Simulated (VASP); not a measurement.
Crystal: Si2P.

```
CELL_PARAMETERS angstrom
3.92875 0.00000 0.00000
0.00000 3.92875 0.00000
0.00000 0.00000 3.66599
ATOMIC_POSITIONS crystal
Si 0.00000 0.00000 0.00000
Si 0.50000 0.50000 0.00000
P 0.50000 0.50000 0.50000
```

The cell was built by a generator and needn't be a form met in nature.

* Program: VASP 6.6.1
* Task: relaxation of cell and atoms
* Functional: PBE
* Potentials or basis: VASP PAW PBE potentials, release 64 (Si, P)
* Cutoff: 520 eV
* k mesh: 5 × 5 × 6
* Occupations: gaussian, width 0.15 eV
* Spin: no spin polarisation

At the start: pressure 27.1 GPa; volume 18.86 Å³/atom.

Question: Where does the relaxation end?

Answer: Over 13 steps the energy falls by 1187.8 meV/atom and the volume is 18.37 Å³/atom (-2.6 %); space group P4/mmm (No. 123, to 0.05 Å).

The path:
| step | energy change (eV) | largest force (eV/Å) | pressure (GPa) | volume (Å³) |
| --- | --- | --- | --- | --- |
| 1 | 0.0000 | 0.0000 | 27.07 | 56.58 |
| 2 | -1.9425 | 0.0000 | -11.76 | 79.66 |
| 3 | -3.0658 | 0.0000 | -8.52 | 67.85 |
| 4 | -3.0802 | 0.0000 | -7.89 | 67.29 |
| 5 | -3.0835 | 0.0000 | -7.01 | 66.64 |
| 6 | -3.4542 | 0.0000 | -4.11 | 59.22 |
| 7 | -3.2214 | 0.0000 | 14.09 | 48.06 |
| 8 | -3.5513 | 0.0000 | -0.99 | 55.90 |
| 9 | -3.5614 | 0.0000 | 0.85 | 54.40 |
| 10 | -3.5618 | 0.0000 | 0.66 | 54.63 |
| 11 | -3.5614 | 0.0000 | 0.34 | 54.86 |
| 12 | -3.5628 | 0.0000 | -0.43 | 55.21 |
| 13 | -3.5633 | 0.0000 | -0.29 | 55.10 |

Final structure:
```
Si P
1.0
     3.47949    0.00000    0.00000
     0.00000    3.47949    0.00000
     0.00000    0.00000    4.55154
Si P
2 1
Direct
  0.00000 0.00000 0.00000
  0.50000 0.50000 0.00000
  0.50000 0.50000 0.50000
```
